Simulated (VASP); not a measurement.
Here is the system:

```
CELL_PARAMETERS angstrom
      3.15000     0.00000     0.00000
      0.00000     3.15000     0.00000
      0.00000     0.00000     3.15000
ATOMIC_POSITIONS crystal
  Zn 0.50000 0.50000 0.50000
  Au 0.00000 0.00000 0.00000
```

Computed with PBE GGA, VASP's PBE PAW potentials (set 64) (plane waves; VASP). Run with 400 eV cut-off, 10×10×10 Γ-centred mesh, first-order Methfessel-Paxton smearing of 0.10 eV, potentials Zn Au.

Energy and stress use the plane-wave basis of the starting cell.

Q: The ions, cell shape and volume are relaxed. Predict the relaxed structure.

A: 
```
CELL_PARAMETERS angstrom
      3.18309     0.00000     0.00000
      0.00000     3.18309     0.00000
      0.00000     0.00000     3.18309
ATOMIC_POSITIONS crystal
  Zn 0.50000 0.50000 0.50000
  Au 0.00000 0.00000 0.00000
```
Space group Pm-3m (221), at a tolerance of 0.03 Å.

Q: How do energy and volume change from the first to the last step?

A: The energy (σ→0) changes by -6.2 meV/atom and the volume by +3.2 %, in 3 ionic steps.

The compound is AuZn in the CsCl type structure. This run relaxes it. Symmetry was kept, so distortions that lower it aren't found. The electron count is odd and the run is not spin-polarised, which forces a metal.
